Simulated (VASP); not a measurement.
Data:

```
CELL_PARAMETERS angstrom
      1.83000    -3.16965     0.00000
      1.83000     3.16965     0.00000
      0.00000     0.00000     5.82000
ATOMIC_POSITIONS crystal
  Zr 0.00000 0.00000 0.00000
  S  0.33333 0.66667 0.25000
  S  0.66667 0.33333 0.75000
```

Computed with PBE GGA, VASP's PBE PAW potentials (set 64) (plane waves; VASP). Numerical set-up: 400 eV cut-off, KSPACING 0.25 per Å, Gaussian smearing of 0.050 eV, potentials Zr_sv S.

Q: Give the stress tensor in GPa (positive for a compressed cell).

A: 
```
1.23  0.00  0.00
0.00  1.23  0.00
0.00  0.00  1.78
```
The pressure is its mean diagonal, 1.41 GPa.

The compound is ZrS2 in the 1T layered structure. The cell was not relaxed at this level. The run is one of a series of settings (KGAMMA = .FALSE., KSPACING = 0.25, KPOINTS file removed against the base run), some of them coarse on purpose.
